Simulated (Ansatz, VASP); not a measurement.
# Mo2H2CO2 (Mo2C(OH)2 MXene monolayer): VASP beside Ansatz

Aim: how closely do two programs agree when they are given the same cell, functional and k mesh? The cell is taken from a series of runs on this material, whose earlier steps may have relaxed, scaled, displaced or heated it; both programs get it as it stands.

Method: plane waves, with VASP 6.6.1 beside it; single point at PBE with D3(BJ), in Ansatz 0.2.0.

## 1. Starting point

The cell holds 7 atoms: 2 H, 2 O, 2 Mo and 1 C. Its edges and angles: a = 2.926 Å, b = 2.926 Å, c = 25.444 Å, α = 90.0°, β = 90.0°, γ = 120.0°. Vacuum lies along c.

As a file:

```xyz
7
Lattice="2.9262 0.0000 0.0000 -1.4631 2.5342 0.0000 0.0000 0.0000 25.4443" Properties=species:S:1:pos:R:3
H     0.0000    1.6895    9.0000
H     1.4631    0.8447   16.4443
O     0.0000    1.6895    9.9792
O     1.4631    0.8447   15.4650
Mo    1.4631    0.8447   11.4280
Mo    0.0000    1.6895   14.0162
C     0.0000    0.0000   12.7221
```

## 2. VASP: single point, PBE with D3(BJ)

With cell and atoms fixed, the geometry can't cause a difference; cores, projectors, grids and the points listed under the comparison can.

Lines of VASP's logs that name or quote its potential files are left out, and so is its time.

Input file INCAR:

```
SYSTEM = Mo2H2CO2
PREC = Accurate
ENCUT = 520
EDIFF = 1E-06
NELM = 120
ISMEAR = -1
SIGMA = 0.02585
LREAL = .FALSE.
ALGO = Normal
GGA = PE
IVDW = 12
NBANDS = 30
LASPH = .TRUE.
LORBIT = 11
LWAVE = .FALSE.
LCHARG = .FALSE.
ISIF = 2
LDIPOL = .TRUE.
IDIPOL = 3
DIPOL = 0.5 0.5 0.5
LVHAR = .TRUE.
GGA_COMPAT = .FALSE.
NELMDL = -8
KPAR = 2
```

Input file POSCAR:

```
Mo2H2CO2
1.0
    2.9262459003      0.0000000000      0.0000000000
   -1.4631229502      2.5342032874      0.0000000000
    0.0000000000      0.0000000000     25.4442533609
H O Mo C
2 2 2 1
Direct
    0.3333333333      0.6666666667      0.3537144467
    0.6666666667      0.3333333333      0.6462855533
    0.3333333333      0.6666666667      0.3921989738
    0.6666666667      0.3333333333      0.6078010262
    0.6666666667      0.3333333333      0.4491397721
    0.3333333333      0.6666666667      0.5508602279
    0.0000000000      0.0000000000      0.5000000000
```

Input file KPOINTS:

```
Automatic mesh
0
Gamma
18 18 1
0 0 0
```

The projector-augmented-wave data sets are H, O, Mo_sv and C (PBE family, release 64).

Run with:

```sh
$ mpirun -np 2 vasp_std
```

Numbers of over 12 decimals in the logs are rounded to 6 here.

What it wrote:

```text
[banner, memory and clock lines left out]
running    2 mpi-ranks, on    1 nodes
 distrk:  each k-point on    1 cores,    2 groups
 distr:  one band on    1 cores,    1 groups

 POSCAR found type information on POSCAR H O MoC
 POSCAR found :  4 types and       7 ions
 LDA part: xc-table for (Slater+PW92), standard interpolation
 POSCAR, INCAR and KPOINTS ok, starting setup
 FFT: planning ... GRIDC
 FFT: planning ... GRID_SOFT
 FFT: planning ... GRID
 WAVECAR not read
 entering main loop
       N       E                     dE             d eps       ncg     rms          rms(c)
DAV:   1     0.415750990580E+03    0.41575E+03   -0.26527E+04  2740   0.133E+03
DAV:   2    -0.320611666320E+02   -0.44781E+03   -0.43642E+03  2768   0.367E+02
DAV:   3    -0.594794677161E+02   -0.27418E+02   -0.26497E+02  2688   0.867E+01
DAV:   4    -0.602874045805E+02   -0.80794E+00   -0.79391E+00  2866   0.142E+01
DAV:   5    -0.603025938194E+02   -0.15189E-01   -0.15137E-01  2782   0.175E+00
DAV:   6    -0.603030202571E+02   -0.42644E-03   -0.42637E-03  2870   0.271E-01
DAV:   7    -0.603030337968E+02   -0.13540E-04   -0.13539E-04  2848   0.422E-02
DAV:   8    -0.603030343243E+02   -0.52755E-06   -0.52768E-06  2478   0.768E-03    0.409E+01
DAV:   9    -0.521998412040E+02    0.81032E+01   -0.49063E+01  2386   0.390E+01    0.100E+01
DAV:  10    -0.516233877232E+02    0.57645E+00   -0.39799E+00  2654   0.139E+01    0.777E+00
DAV:  11    -0.514327046182E+02    0.19068E+00   -0.54583E-01  2684   0.428E+00    0.105E+00
DAV:  12    -0.514196957322E+02    0.13009E-01   -0.98594E-02  2598   0.164E+00    0.398E-01
DAV:  13    -0.514169185354E+02    0.27772E-02   -0.99225E-03  2754   0.612E-01    0.159E-01
DAV:  14    -0.514167349833E+02    0.18355E-03   -0.28932E-03  2830   0.350E-01    0.712E-02
DAV:  15    -0.514163919181E+02    0.34307E-03   -0.63443E-04  2810   0.117E-01    0.448E-02
DAV:  16    -0.514168276400E+02   -0.43572E-03   -0.67418E-04  2842   0.105E-01    0.342E-02
DAV:  17    -0.514170156616E+02   -0.18802E-03   -0.16069E-04  2770   0.740E-02    0.155E-02
DAV:  18    -0.514173060160E+02   -0.29035E-03   -0.26114E-04  2352   0.353E-02    0.859E-03
DAV:  19    -0.514173607684E+02   -0.54752E-04   -0.45587E-05  2708   0.202E-02    0.535E-03
DAV:  20    -0.514173935767E+02   -0.32808E-04   -0.17091E-05  2378   0.865E-03    0.345E-03
DAV:  21    -0.514174035618E+02   -0.99851E-05   -0.37635E-06  2038   0.479E-03    0.197E-03
DAV:  22    -0.514174130088E+02   -0.94470E-05   -0.34962E-06  2098   0.434E-03    0.107E-03
DAV:  23    -0.514174142676E+02   -0.12588E-05   -0.47669E-07  1842   0.175E-03    0.331E-04
DAV:  24    -0.514174147554E+02   -0.48783E-06   -0.13811E-07  1746   0.798E-04
   1 F= -.52860222E+02 E0= -.52855354E+02  d E =-.973603E-02
```

OUTCAR, selected parts (step 2):

```text
ion  position               nearest neighbor table
   1  0.333  0.667  0.354-   3 0.98
   2  0.667  0.333  0.646-   4 0.98
   3  0.333  0.667  0.392-   1 0.98   5 2.23   5 2.23   5 2.23
   4  0.667  0.333  0.608-   2 0.98   6 2.23   6 2.23   6 2.23
   5  0.667  0.333  0.449-   7 2.13   7 2.13   7 2.13   3 2.23   3 2.23   3 2.23   6 3.09   6 3.09
                             6 3.09
   6  0.333  0.667  0.551-   7 2.13   7 2.13   7 2.13   4 2.23   4 2.23   4 2.23   5 3.09   5 3.09
                             5 3.09
   7  0.000  0.000  0.500-   5 2.13   6 2.13   5 2.13   6 2.13   5 2.13   6 2.13

  LATTYP: Found a hexagonal cell.
 ALAT       =     2.9262459003
 C/A-ratio  =     8.6951863336

 Subroutine GETGRP returns: Found 12 space group operations
 (whereof 12 operations were pure point group operations)

The static configuration has the point symmetry D_3d.

 Found     37 irreducible k-points:

   k-points           NKPTS =     37   k-points in BZ     NKDIM =     37   number of bands    NBANDS=     30

   dimension x,y,z NGX =    24 NGY =   24 NGZ =  192
   dimension x,y,z NGXF=    48 NGYF=   48 NGZF=  384

   ENCUT  =  520.0 eV  38.22 Ry    6.18 a.u.   5.44  5.44 47.31*2*pi/ulx,y,z

   NELECT =      46.0000    total number of electrons

 k-points in reciprocal lattice and weights: Automatic mesh
   0.00000000  0.00000000  0.00000000       0.003
   0.05555556  0.00000000  0.00000000       0.019
   0.11111111  0.00000000  0.00000000       0.019
   0.16666667 -0.00000000  0.00000000       0.019
   0.22222222  0.00000000  0.00000000       0.019
   0.27777778 -0.00000000  0.00000000       0.019
   0.33333333 -0.00000000  0.00000000       0.019
   0.38888889  0.00000000  0.00000000       0.019
   0.44444444  0.00000000  0.00000000       0.019
[...]
0.33333333  0.27777778  0.00000000       0.037
   0.33333333  0.33333333  0.00000000       0.006

 dipolmoment           0.000000      0.000000      0.000000 electrons x Angstroem

 average (electrostatic) potential at core
       1 -40.1610       2 -40.1610       3 -76.2342       4 -76.2342       5 -81.1022
       6 -81.1022       7 -53.8356

 E-fermi :   1.6743

 k-point     1 :       0.0000    0.0000    0.0000
  band No.  band energies     occupation
    ...
     19      -1.6135      2.00000
     20      -1.5052      2.00000
     21      -1.5052      2.00000
     22       0.0590      2.00000
     23       0.0590      2.00000
     24       1.7328      0.18871
     25       1.7405      0.14370
     26       1.7646      0.05915
     27       1.7646      0.05915
     28       2.0863      0.00000
    ...

 k-point     2 :       0.0556    0.0000    0.0000
  band No.  band energies     occupation
    ...
     20      -1.5839      2.00000
     21      -1.4171      2.00000
     22      -0.0168      2.00000
     23       0.1402      2.00000
     24       1.6046      1.87393
     25       1.7141      0.35353
     26       1.7946      0.01891
     27       1.8560      0.00177
     28       2.1380      0.00000
     29       2.1381      0.00000
    ...

 k-point     3 :       0.1111    0.0000    0.0000
  band No.  band energies     occupation
    ...
     21      -1.3019      2.00000
     22      -0.1935      2.00000
     23       0.3608      2.00000
     24       1.3929      1.99996
     25       1.6713      1.05754
     26       1.8807      0.00068
     27       2.1018      0.00000
     28       2.2802      0.00000
     29       2.3119      0.00000
     30       3.1285      0.00000

 Edisp (eV)   -1.44281

  Total      -0.02399    -0.02399     0.31006     0.00000    -0.00000    -0.00000
  in kB      -0.20367    -0.20367     2.63275     0.00000    -0.00000    -0.00000
  external pressure =        0.74 kB  Pullay stress =        0.00 kB

  energy-cutoff  :      520.00
  volume of cell :      188.69
      direct lattice vectors                 reciprocal lattice vectors
     2.926245900  0.000000000  0.000000000     0.341734780  0.197300667  0.000000000
    -1.463122950  2.534203287  0.000000000     0.000000000  0.394601335  0.000000000
     0.000000000  0.000000000 25.444253361     0.000000000  0.000000000  0.039301605

 POSITION                                       TOTAL-FORCE (eV/Angst)
 -----------------------------------------------------------------------------------
     -0.00000      1.68947      9.00000         0.000000     -0.000000     -0.098836
      1.46312      0.84473     16.44425         0.000000      0.000000      0.098836
     -0.00000      1.68947      9.97921        -0.000000      0.000000      0.085560
      1.46312      0.84473     15.46504        -0.000000     -0.000000     -0.085560
      1.46312      0.84473     11.42803        -0.000000     -0.000000     -0.053588
     -0.00000      1.68947     14.01623         0.000000      0.000000      0.053588
      0.00000      0.00000     12.72213         0.000000      0.000000     -0.000000
 -----------------------------------------------------------------------------------
    total drift:                                0.000000      0.000000      0.000000

  FREE ENERGIE OF THE ION-ELECTRON SYSTEM (eV)
  ---------------------------------------------------
  free  energy   TOTEN  =       -52.8602218437 eV

  energy  without entropy=      -52.8504858159  energy(sigma->0) =      -52.85535383

 vacuum level on the upper side and lower side of the slab         3.834         3.834

 total charge
# of ion       s       p       d       tot
------------------------------------------
    1        0.609   0.117   0.000   0.726
    2        0.609   0.117   0.000   0.726
    3        1.554   3.555   0.000   5.110
    4        1.554   3.555   0.000   5.110
    5        2.271   6.200   3.988  12.459
    6        2.271   6.200   3.988  12.459
    7        0.875   1.590   0.000   2.465
--------------------------------------------------
tot          9.743  21.334   7.977  39.054

[... 3 further parts left out ...]
```

This run has no spin polarisation, so a moment on Mo, if there is one, isn't seen.

## 3. Ansatz: single point, PBE with D3(BJ)

Ansatz runs on its default PAW (the set named soft_2) files.

The same cell, functional, mesh and smearing now go to Ansatz, which takes its cutoff from its data sets.

Input file input.yaml:

```yaml
crystal:
  lattice:
    - [2.9262459003, 0.0, 0.0]
    - [-1.4631229502, 2.5342032874, 0.0]
    - [0.0, 0.0, 25.4442533609]
  atoms:
    - { symbol: H, position: [0.3333333333, 0.6666666667, 0.3537144467] }
    - { symbol: O, position: [0.3333333333, 0.6666666667, 0.3921989738] }
    - { symbol: Mo, position: [0.6666666667, 0.3333333333, 0.4491397721] }
    - { symbol: C, position: [0.0, 0.0, 0.5] }
    - { symbol: Mo, position: [0.3333333333, 0.6666666667, 0.5508602279] }
    - { symbol: O, position: [0.6666666667, 0.3333333333, 0.6078010262] }
    - { symbol: H, position: [0.6666666667, 0.3333333333, 0.6462855533] }
kpoints:
  mp_grid: { grid: [18, 18, 1] }
  band_path:
    path: [[0, 0, 0], [0.5, 0, 0], [0.33333333, 0.33333333, 0], [0, 0, 0]]
    npoints: 16
hamiltonian:
  xc: pbe
  dispersion: d3bj
scf:
  occupations: { method: fermi_dirac, width: 0.02585 }
  convergence: { dr2_threshold: 1.0e-10 }
efield:
  axis: 3
  dipole_correction: true
  ramp_position: 0.97
  ramp_width: 0.06
  amplitude: 0
output:
  dos: { projected: true, e_range: [-6, 5] }
  write_potential: true
  write_density: true
  volumetric_format: npy
  elf: true
```

Run with:

```sh
$ ansatz run input.yaml --threads 2 --pin off --max-ram 3072MiB --backend cpu --events-out ev --progress --plain --runs-dir out
```

What it wrote:

```text
Engine: ansatz 0.2.0, x86_64-unknown-linux-gnu
Pseudopotentials: kind: paw
Pseudopotential: H, paw, valence charge 1, recommended cutoff 420 eV (normal), H.paw.azcp
Pseudopotential: O, paw, valence charge 6, recommended cutoff 420 eV (normal), O.paw.azcp
Pseudopotential: Mo, paw, valence charge 14, recommended cutoff 420 eV (normal), Mo.paw.azcp
Pseudopotential: C, paw, valence charge 4, recommended cutoff 420 eV (normal), C.paw.azcp
Functional definition: PBE
  parameter kappa = 0.804
  parameter beta = 0.066725
  exchange = pbe_x(kappa = kappa, mu = beta*pi^2/3)
  correlation = pbe_c(beta = beta)
Crystal: 7 atoms, lattice volume = 188.687 Å³
Basis set: ecut = 420 eV, 3661 PW (Γ)
Bands: 30, of which v1, the nominal top of the filled ones, is band 23 counted from 1 (22 counted from 0)
Symmetry: 6 space group operations
k-points: 37 of 324 (time reversal used)
Non-local potential: H, projectors of the file, l = 0: 2, l = 1: 1
Non-local potential: O, projectors of the file, l = 0: 2, l = 1: 2, l = 2: 1
Non-local potential: Mo, projectors of the file, l = 0: 3, l = 1: 2, l = 2: 2, l = 3: 1
Non-local potential: C, projectors of the file, l = 0: 2, l = 1: 2, l = 2: 1
PAW form: soft (Blöchl's): semilocal exchange-correlation on the pseudo side does not see the compensation charge
PAW one-centre angular grid: H, 110 points (default); XC on 64 Gauss nodes
PAW one-centre angular grid: O, 110 points (default); XC on 64 Gauss nodes
PAW one-centre angular grid: Mo, 590 points (default); XC on 64 Gauss nodes
PAW one-centre angular grid: C, 110 points (default); XC on 64 Gauss nodes
Initial density: superposition of atomic densities (neutral atoms: chi_scale 0, normalization atom), corrected by the library's trained network
Initial wavefunctions: pseudopotential atomic-orbital guess
Functional: x = pbe(κ = 0.804, μ = 0.219515), c = pbe(β = 0.066725)
SCF iter   1: F=—  HF=-11329.686465 eV  |F-HF|=—  |Δ(HF+E_count)|=         —  Δρ=7.87e-3  dr2=1.17e-1  ethr=1.77e-3  p=0.000 e·Å  D=2.18e-13 V/Å  ΔV_dip=-0.00 eV  dr2_dipole=1.23e-8  V_vac-E_F(+/−)=1.84/1.84 eV  ⟨swp⟩=7.6  Hψ=5445  notcnv=0  defer=2
efield: sawtooth ramp at fractional position 0.9700 (set: `efield.ramp_position`, or a place that a band, a saddle search or an elastic batch's reference lends), width 0.0600; the density the first Hamiltonian is built on has a dipole p = 0.000 e·Å; the dipole correction subtracts the counter field D = 2.18e-13 V/Å, which shifts the + side's vacuum level by -0.00 eV against the − side's; the planar-averaged density in the ramp window peaks in size at 1.7e-5 e/Å³
preconditioner: auto → LDOS  [metal: Δε(μ)=0.005 eV  Ē_g=9.901 eV  σ=0.026 eV  W_gap=0.04  n_scr=16 (ndim 8)  ℏωp=14.8 eV  f_vac=0.647  D(μ)=4.75/eV (n_scr^D=16)  β→1.0]
SCF iter   2: F=—  HF=-11329.671720 eV  |F-HF|=—  |Δ(HF+E_count)|=   1.47e-2  Δρ=1.91e-3  dr2=1.46e-2  ethr=2.55e-4  p=0.000 e·Å  D=8.99e-7 V/Å  ΔV_dip=-0.00 eV  dr2_dipole=2.20e-8  V_vac-E_F(+/−)=1.93/1.93 eV  ⟨swp⟩=2.8  Hψ=2144  notcnv=0  defer=33
SCF iter   3: F=—  HF=-11329.671859 eV  |F-HF|=—  |Δ(HF+E_count)|=   1.40e-4  Δρ=1.09e-3  dr2=7.94e-3  ethr=3.16e-5  p=0.000 e·Å  D=1.10e-6 V/Å  ΔV_dip=-0.00 eV  dr2_dipole=1.65e-9  V_vac-E_F(+/−)=2.01/2.01 eV  ⟨swp⟩=2.6  Hψ=1799  notcnv=0  defer=33
SCF iter   4: F=—  HF=-11329.670999 eV  |F-HF|=—  |Δ(HF+E_count)|=   8.61e-4  Δρ=2.87e-4  dr2=1.61e-3  ethr=1.73e-5  p=-0.000 e·Å  D=-8.90e-7 V/Å  ΔV_dip=0.00 eV  dr2_dipole=3.56e-11  V_vac-E_F(+/−)=2.07/2.07 eV  ⟨swp⟩=2.0  Hψ=1746  notcnv=0  defer=33
SCF iter   5: F=—  HF=-11329.670885 eV  |F-HF|=—  |Δ(HF+E_count)|=   1.14e-4  Δρ=1.92e-4  dr2=1.17e-4  ethr=3.51e-6  p=-0.000 e·Å  D=-7.63e-7 V/Å  ΔV_dip=0.00 eV  dr2_dipole=8.60e-11  V_vac-E_F(+/−)=2.12/2.12 eV  ⟨swp⟩=2.5  Hψ=1699  notcnv=0  defer=33
SCF iter   6: F=—  HF=-11329.670878 eV  |F-HF|=—  |Δ(HF+E_count)|=   6.31e-6  Δρ=5.32e-5  dr2=2.48e-5  ethr=2.54e-7  p=-0.000 e·Å  D=-3.04e-7 V/Å  ΔV_dip=0.00 eV  dr2_dipole=8.38e-12  V_vac-E_F(+/−)=2.14/2.14 eV  ⟨swp⟩=2.3  Hψ=1770  notcnv=0  defer=33
SCF iter   7: F=—  HF=-11329.670887 eV  |F-HF|=—  |Δ(HF+E_count)|=   8.67e-6  Δρ=1.65e-5  dr2=9.29e-7  ethr=5.39e-8  p=0.000 e·Å  D=4.29e-8 V/Å  ΔV_dip=-0.00 eV  dr2_dipole=1.79e-13  V_vac-E_F(+/−)=2.15/2.15 eV  ⟨swp⟩=2.2  Hψ=1422  notcnv=0  defer=33
SCF iter   8: F=—  HF=-11329.670934 eV  |F-HF|=—  |Δ(HF+E_count)|=   4.75e-5  Δρ=7.42e-6  dr2=1.22e-7  ethr=2.02e-9  p=0.000 e·Å  D=9.28e-8 V/Å  ΔV_dip=-0.00 eV  dr2_dipole=4.68e-12  V_vac-E_F(+/−)=2.15/2.15 eV  ⟨swp⟩=2.5  Hψ=1789  notcnv=0  defer=33
SCF iter   9: F=—  HF=-11329.670934 eV  |F-HF|=—  |Δ(HF+E_count)|=   8.77e-8  Δρ=1.85e-6  dr2=2.71e-8  ethr=2.65e-10  p=0.000 e·Å  D=6.58e-8 V/Å  ΔV_dip=-0.00 eV  dr2_dipole=4.13e-13  V_vac-E_F(+/−)=2.15/2.15 eV  ⟨swp⟩=2.3  Hψ=1599  notcnv=0  defer=33
SCF iter  10: F=—  HF=-11329.670934 eV  |F-HF|=—  |Δ(HF+E_count)|=   7.23e-9  Δρ=9.08e-7  dr2=4.04e-9  ethr=5.90e-11  p=0.000 e·Å  D=3.36e-8 V/Å  ΔV_dip=-0.00 eV  dr2_dipole=1.51e-14  V_vac-E_F(+/−)=2.15/2.15 eV  ⟨swp⟩=2.5  Hψ=1586  notcnv=0  defer=33
SCF iter  11: F=—  HF=-11329.670934 eV  |F-HF|=—  |Δ(HF+E_count)|=   1.16e-9  Δρ=3.07e-7  dr2=2.83e-10  ethr=8.79e-12  p=0.000 e·Å  D=1.46e-8 V/Å  ΔV_dip=-0.00 eV  dr2_dipole=2.11e-15  V_vac-E_F(+/−)=2.15/2.15 eV  ⟨swp⟩=2.2  Hψ=1518  notcnv=0  defer=33
SCF iter  12: F=-11329.670934 eV  HF=-11329.670934 eV  |F-HF|=2.36e-11  |Δ(HF+E_count)|=  1.07e-10  Δρ=6.86e-8  dr2=4.20e-11  ethr=1.00e-12  p=0.000 e·Å  D=9.18e-9 V/Å  ΔV_dip=-0.00 eV  dr2_dipole=4.97e-16  V_vac-E_F(+/−)=2.15/2.15 eV  ⟨swp⟩=8.7  Hψ=3174  notcnv=0
SCF 1 converged in 12 iterations: F = -11329.670934 eV  dr2 = 4.20e-11
  greatest PAW one-centre occupation: 0.998 electrons in one spin orbital (limit 2), on the Mo atom at site 4 (counted from 0), in its partial waves of l = 0
NSCF: frozen V_eff on 49 k-points
efield: sawtooth ramp at fractional position 0.9700 (kept from the solve that this one continues, or follows in the run), width 0.0600; the density the first Hamiltonian is built on has a dipole p = 0.000 e·Å; the dipole correction subtracts the counter field D = 9.18e-9 V/Å, which shifts the + side's vacuum level by -0.00 eV against the − side's; the planar-averaged density in the ramp window peaks in size at 1.1e-6 e/Å³
WARN: The output density's exchange-correlation potential varies sharply where the density is thin. Do not read a vacuum level from v_tot or v_xc, or from such a field of the output density. On a cell that repeats whose density bears no net charge and no dipole along the vacuum's axis use v_es (v_loc + v_h of the components); under efield.dipole_correction with no amplitude use v_es + v_field, which holds any externa [...]
SCF converged after 12 iterations
Free energy (F): -11329.670934 eV
Harris-Foulkes:  -11329.670934 eV  (|F-HF|=2.36e-11)
Internal energy: -11329.661198 eV  (E = F + TS)
E sigma→0 (E₀):  -11329.666066 eV
Entropy (-TS):   -0.009736 eV (-1.391 meV/atom)
Fermi energy:    3.472979 eV
Dipole field:    D = 0.000000 V/Å  (p = 0.000000 e·Å, saw-weighted, corrected)
Work function:   Φ+ = 2.1519 eV   Φ− = 2.1519 eV
Levels:          The Fermi level and band energies are counted from a zero that moves with the ramp; work functions are not
--- Per-component energies (eV) ---
  E_band       = -764.139159
  E_kinetic    = 1353.635595
  E_local      = -61917.068513  (includes V_loc(G=0)·N_el)
  E_nonlocal   = 412.907399
  E_hartree    = 30241.236008
  E_xc         = -580.084770
  E_vxc        = -728.583543  (∫ρ·V_xc dr)
  E_paw        = -6819.412511  (= ΣΔE_a)
  E_vpaw       = -367.506545  (= ΣTr[D̂ρ^β])
  E_aug_tail   = 0.002637  (compensation charges beyond the density's cutoff)
  E_efield     = 0.000000  (sawtooth field / dipole correction)
  E_vefield    = 0.000000  (∫n·V_field dr)
  E_ewald      = 25980.565888
  E_disp       = -1.442931  (pairwise vdW)
  E_smearing   = -0.009736  (= −TS)
  E_closure    = -0.000000  (closes the sum)
  Σ components = -11329.670934   (vs F -11329.670934, Δ=0.00e0)
--- Band table (eV; the first three rows and the last of 37) ---
  k-point 0: bands = [... 19 lower, 0.2949, 0.2949, 1.8592, 1.8592, 3.5363, 3.5438, 3.5607, 3.5607, ... 3 higher]
  k-point 1: bands = [... 19 lower, 0.2163, 0.3837, 1.7836, 1.9403, 3.4056, 3.5135, 3.5908, 3.6576, ... 3 higher]
  k-point 2: bands = [... 19 lower, 0.0362, 0.4993, 1.6073, 2.1608, 3.1934, 3.4698, 3.6774, 3.9039, ... 3 higher]
  k-point 36: bands = [... 19 lower, -1.9735, 2.4645, 3.2060, 3.2060, 3.8024, 4.3082, 4.3082, 6.7280, ... 3 higher]
```

## 4. Differences

Known differences besides the potentials themselves: the cutoff is 420 eV in Ansatz and 520 eV in VASP. Total energies have different zeros and are not compared.

The two programs side by side:

| quantity | Ansatz | VASP | difference |
| --- | --- | --- | --- |
| work function, lower of the two faces (eV) | 2.15 | 2.16 | -0.01 |
| work function, higher of the two faces (eV) | 2.15 | 2.16 | -0.01 |

With vacuum in the cell, a pressure given here is an average over mostly empty space and none of the material.

## 5. Outcome

```yaml
difference_in_work_function_lower_of_the_two_faces_single_point_pbe_with_d3_bj: -0.0078 eV
```

What this shows: The difference in work function, lower of the two faces is -0.0078 eV (single point, PBE with D3(BJ)). Such differences can come from data sets, numerical settings and the points named under the comparisons, not from the functional's error against experiment.

[Lines on the potential files, build, host, timing and source positions are cut from VASP's logs without a mark.]

[Logs are printed without paths, hosts, clocks, repeated set-up lines and the standing remarks that a program may print on its own settings, such as how far it seeks lower states.]

[Hosts, paths, dates, database ids (printed as entryN), source tags and the programs' standing remarks are cut or masked in the printed files.]
